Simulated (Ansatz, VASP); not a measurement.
# YRh in two plane-wave programs, part 2 of 2

One calculation is typed for both programs; each brings its own data sets. How far apart do they land? The cell is taken from a series of runs on this material, whose earlier steps may have relaxed, scaled, displaced or heated it; both programs get it as it stands.

VASP 6.6.1 and Ansatz 0.2.0.

So far: Starting point; VASP: zone-centre phonons, PBEsol.

**3. Ansatz: zone-centre phonons, PBEsol**

Level of this step: Ansatz beside VASP: Kohn-Sham DFT, plane waves, PBEsol (Ansatz).

Ansatz runs on its default PAW (the set named soft_2) files.

The same cell, functional, mesh and smearing now go to Ansatz, which takes its cutoff from its data sets.

input.yaml

```yaml
crystal:
  lattice:
    - [3.3846255418, 0.0, 0.0]
    - [0.0, 3.3846255418, 0.0]
    - [0.0, 0.0, 3.3846255418]
  atoms:
    - { symbol: "Y", position: [0.5, 0.5, 0.5] }
    - { symbol: Rh, position: [0.0, 0.0, 0.0] }
kpoints:
  mp_grid: { grid: [16, 16, 16] }
hamiltonian:
  xc: pbesol
scf:
  occupations: { method: fermi_dirac, width: 0.1 }
output:
  eigenvalues: true
phonons:
  method: dfpt
  qpoints:
    - [0, 0, 0]
    - [0.0, 0.0625, 0.0]
    - [0.0, 0.1875, 0.0]
    - [0.0, 0.3125, 0.0]
    - [0.0, 0.4375, 0.0]
```

Started as:

```
$ ansatz run input.yaml --threads 4 --pin off --max-ram 8192MiB --backend cpu --events-out ev --progress --plain --runs-dir out
```

Numbers of over 12 decimals in the logs are rounded to 6 here.

Log:

```text
Engine: ansatz 0.2.0, aarch64-unknown-linux-gnu
Pseudopotentials: kind: paw
Pseudopotential: Y, paw, valence charge 11, recommended cutoff 420 eV (normal), Y.paw.azcp
Pseudopotential: Rh, paw, valence charge 17, recommended cutoff 420 eV (normal), Rh.paw.azcp
Functional definition: PBEsol
  exchange = pbesol_x
  correlation = pbesol_c
Crystal: 2 atoms, lattice volume = 38.773 Å³
Basis set: ecut = 420 eV, 739 PW (Γ), exchange–correlation on 48×48×48 points (8 copies of the dense FFT grid, shifted against one another)
Bands: 18, of which v1, the nominal top of the filled ones, is band 14 counted from 1 (13 counted from 0)
Symmetry: 48 space group operations
k-points: 165 of 4096
Non-local potential: Y, projectors of the file, l = 0: 3, l = 1: 2, l = 2: 2, l = 3: 1
Non-local potential: Rh, projectors of the file, l = 0: 3, l = 1: 2, l = 2: 2, l = 3: 1
PAW form: soft (Blöchl's): semilocal exchange-correlation on the pseudo side does not see the compensation charge
PAW frozen core: Y, regenerated for the run's functional, and the local potential with it (the file was generated under x = pbe(κ = 0.804, μ = 0.219515), c = pbe(β = 0.066725))
PAW frozen core: Rh, regenerated for the run's functional, and the local potential with it (the file was generated under x = pbe(κ = 0.804, μ = 0.219515), c = pbe(β = 0.066725))
PAW one-centre angular grid: Y, 590 points (default); XC on 64 Gauss nodes
PAW one-centre angular grid: Rh, 590 points (default); XC on 64 Gauss nodes
Initial density: superposition of atomic densities (neutral atoms: chi_scale 0, normalization atom), corrected by the library's trained network
Initial wavefunctions: pseudopotential atomic-orbital guess
Functional: x = pbesol(κ = 0.804, μ = 0.123457), c = pbesol(β = 0.046)
SCF iter   1: F=—  HF=-10135.451016 eV  |F-HF|=—  |Δ(HF+E_count)|=         —  Δρ=1.15e-2  dr2=7.24e-2  ethr=1.77e-3  ⟨swp⟩=4.3  Hψ=12115  notcnv=0
preconditioner: auto → none  [metal: Δε(μ)=0.022 eV  Ē_g=11.504 eV  σ=0.100 eV  W_gap=0.06  n_scr=6 (ndim 8)  ℏωp=25.3 eV  f_vac=0.000  D(μ)=0.97/eV (n_scr^D=6)  sad-step TF]
SCF iter   2: F=—  HF=-10135.446400 eV  |F-HF|=—  |Δ(HF+E_count)|=   4.62e-3  Δρ=6.63e-3  dr2=2.78e-2  ethr=2.58e-4  ⟨swp⟩=1.0  Hψ=4290  notcnv=0
SCF iter   3: F=—  HF=-10135.442976 eV  |F-HF|=—  |Δ(HF+E_count)|=   3.42e-3  Δρ=9.32e-4  dr2=3.19e-4  ethr=9.93e-5  ⟨swp⟩=1.7  Hψ=3107  notcnv=0
SCF iter   4: F=—  HF=-10135.442956 eV  |F-HF|=—  |Δ(HF+E_count)|=   1.95e-5  Δρ=2.02e-4  dr2=8.59e-6  ethr=1.14e-6  ⟨swp⟩=2.0  Hψ=3847  notcnv=0
SCF iter   5: F=—  HF=-10135.442955 eV  |F-HF|=—  |Δ(HF+E_count)|=   1.02e-6  Δρ=2.27e-5  dr2=8.74e-8  ethr=3.07e-8  ⟨swp⟩=2.7  Hψ=5156  notcnv=0
SCF iter   6: F=—  HF=-10135.442956 eV  |F-HF|=—  |Δ(HF+E_count)|=   3.32e-7  Δρ=2.87e-6  dr2=1.51e-9  ethr=3.12e-10  ⟨swp⟩=2.5  Hψ=5180  notcnv=0
SCF iter   7: F=—  HF=-10135.442956 eV  |F-HF|=—  |Δ(HF+E_count)|=  2.11e-10  Δρ=2.84e-7  dr2=1.92e-11  ethr=5.40e-12  ⟨swp⟩=2.1  Hψ=4806  notcnv=0
SCF iter   8: F=-10135.442956 eV  HF=-10135.442956 eV  |F-HF|=0.00e0  |Δ(HF+E_count)|=    0.00e0  Δρ=5.08e-8  dr2=6.86e-13  ethr=1.00e-12  ⟨swp⟩=5.0  Hψ=11589  notcnv=0
SCF 1 converged in 8 iterations: F = -10135.442956 eV  dr2 = 6.86e-13
  greatest PAW one-centre occupation: 1.000 electrons in one spin orbital (limit 2), on the Rh atom at site 1 (counted from 0), in its partial waves of l = 0
NSCF: frozen V_eff on 165 k-points
NSCF: frozen V_eff on 405 k-points
DFPT response loops at q = (0, 0, 0) (fractional): preconditioner auto → Kerker (q_TF=auto, 2.584 Å⁻¹) (partly filled bands, converged f_vac=0.000); β = 1.00, the filter's whole step (`scf.mixing.beta` (0.50) is not read by the response loops under this deck's `scf.mixing.preconditioner`; to damp them name `kerker` or `kerker_dos`, under which they read `scf.mixing.beta`, and type it under 1.00, their step now; both keys bind the ground state too); Broyden in place of MSR1
NSCF: frozen V_eff on 2592 k-points
DFPT response loops at q = (0, 0.0625, 0) (fractional): mixed as the last ones told, above
NSCF: frozen V_eff on 2592 k-points
DFPT response loops at q = (0, 0.1875, 0) (fractional): mixed as the last ones told, above
NSCF: frozen V_eff on 2592 k-points
DFPT response loops at q = (0, 0.3125, 0) (fractional): mixed as the last ones told, above
NSCF: frozen V_eff on 2592 k-points
DFPT response loops at q = (0, 0.4375, 0) (fractional): mixed as the last ones told, above
SCF converged after 8 iterations
Free energy (F): -10135.442956 eV
Harris-Foulkes:  -10135.442956 eV  (|F-HF|=0.00e0)
Internal energy: -10135.410948 eV  (E = F + TS)
E sigma→0 (E₀):  -10135.426952 eV
Entropy (-TS):   -0.032008 eV (-16.004 meV/atom)
Fermi energy:    15.848456 eV
--- Per-component energies (eV) ---
  E_band       = -232.490885
  E_kinetic    = 882.936115
  E_local      = -2529.722286  (includes V_loc(G=0)·N_el)
  E_nonlocal   = 411.056704
  E_hartree    = 905.178762
  E_xc         = -393.790846
  E_vxc        = -478.062750  (∫ρ·V_xc dr)
  E_paw        = -6298.921676  (= ΣΔE_a)
  E_vpaw       = -329.057101  (= ΣTr[D̂ρ^β])
  E_aug_tail   = 0.000866  (compensation charges beyond the density's cutoff)
  E_ewald      = -3112.573559
  E_core_change = 0.424972  (= ΣΔE_core)
  E_smearing   = -0.032008  (= −TS)
  E_closure    = 0.000000  (closes the sum)
  Σ components = -10135.442956   (vs F -10135.442956, Δ=0.00e0)
--- Band table (eV; the first three rows and the last of 165) ---
  k-point 0: bands = [... 10 lower, 11.8474, 14.1634, 14.1634, 14.1634, 18.1198, 18.1198, 21.9284, 21.9284]
  k-point 1: bands = [... 10 lower, 11.9000, 14.1558, 14.1558, 14.1755, 18.0550, 18.1434, 21.5425, 21.5425]
  k-point 2: bands = [... 10 lower, 12.0509, 14.1352, 14.1352, 14.2105, 17.8689, 18.1959, 20.8284, 20.8284]
  k-point 164: bands = [... 10 lower, 13.4154, 14.8016, 14.8016, 14.8016, 15.2263, 15.2263, 20.9185, 22.8915]
--- Phonons (Γ-DFPT): 2 representative perturbations + reference (Σ response iterations 6) ---
  ASR residual: 8.933e-4 → 0.000e0 eV/Å²; symmetrization residual: 7.975e-6 eV/Å²
  ASR residual per site (eV/Å²): 2.58e-4 8.93e-4
  Γ frequencies (cm⁻¹): 0.00 0.00 0.00 145.03 145.03 145.03
  non-analytic LO–TO correction: not included (Born effective charges unavailable; polar crystals: no LO–TO splitting at Γ)
--- Phonons (arbitrary-q DFPT): 5 explicit q-points ---
  q = [0, 0, 0] (of the zone-centre solve; hermiticity 4.32e-6, symmetrization 4.04e-12): -0.00 -0.00 0.00 145.03 145.03 145.03
  q = [0, 0.0625, 0] (4 solved perturbations in 4032 linear systems a pass and spin channel, the states on 1296 of 4096 k-point pairs; hermiticity 1.12e-6, symmetrization 9.20e-11): 13.59 13.59 27.39 144.35 144.35 148.36
  q = [0, 0.1875, 0] (4 solved perturbations in 4032 linear systems a pass and spin channel, the states on 1296 of 4096 k-point pairs; hermiticity 1.03e-5, symmetrization 2.83e-11): 40.06 40.06 76.45 138.68 138.68 170.77
  q = [0, 0.3125, 0] (4 solved perturbations in 4032 linear systems a pass and spin channel, the states on 1296 of 4096 k-point pairs; hermiticity 5.96e-6, symmetrization 3.43e-10): 64.38 64.38 108.71 127.29 127.29 197.77
  q = [0, 0.4375, 0] (4 solved perturbations in 4032 linear systems a pass and spin channel, the states on 1296 of 4096 k-point pairs; hermiticity 4.03e-6, symmetrization 2.74e-11): 85.47 85.47 113.67 113.67 123.84 213.15
  sum rule: each row above includes the acoustic sum rule's correction from the zone centre's row sums; it moved no ω² by more than (1.54 cm⁻¹)²
```

The column dr2 measures how far the density is from self-consistency, as an energy; F and HF (Harris–Foulkes) agree once it is small.

**4. Side by side**

Known differences besides the potentials themselves: the data sets hold 28 valence electrons in Ansatz (on its default PAW (the set named soft_2) files) and 26 in VASP; the cutoff is 420 eV in Ansatz and 500 eV in VASP; Ansatz makes its cores anew for this functional, VASP keeps those of its PBE data sets. Total energies have different zeros and are not compared.

Compared:

| quantity | Ansatz | VASP | difference |
| --- | --- | --- | --- |
| optical mode 1 to 3 (cm⁻¹) | 145.0 | 146.0 | -0.65 % |

Modes are paired by rising frequency, not by their patterns, so a pair may set unlike modes beside each other; they are those without the splitting of longitudinal modes.

**5. Summary of results**

| Item | Value |
| --- | --- |
| r.m.s. difference of the optical zone-centre modes, each program's sorted by frequency (zone-centre phonons, PBEsol) | 0.94 cm⁻¹ |
| difference in optical mode 1 to 3 (zone-centre phonons, PBEsol) | -0.6 % |

The r.m.s. difference of the optical zone-centre modes, each program's sorted by frequency is 0.94 cm⁻¹ (zone-centre phonons, PBEsol). The data sets hold unlike numbers of valence electrons (28 in Ansatz and 26 in VASP), so part of the differences may come from the potentials. Among the rows given in per cent, the largest difference of the zone-centre phonons, PBEsol pair is in optical mode 1 to 3, -0.6 %. Such differences can come from data sets, numerical settings and the points named under the comparisons, not from the functional's error against experiment.

[Lines on the potential files, build, host, timing and source positions are cut from VASP's logs without a mark.]

[Logs are printed without paths, hosts, clocks, repeated set-up lines and the standing remarks that a program may print on its own settings, such as how far it seeks lower states.]

[Hosts, paths, dates, database ids (printed as entryN), source tags and the programs' standing remarks are cut or masked in the printed files.]
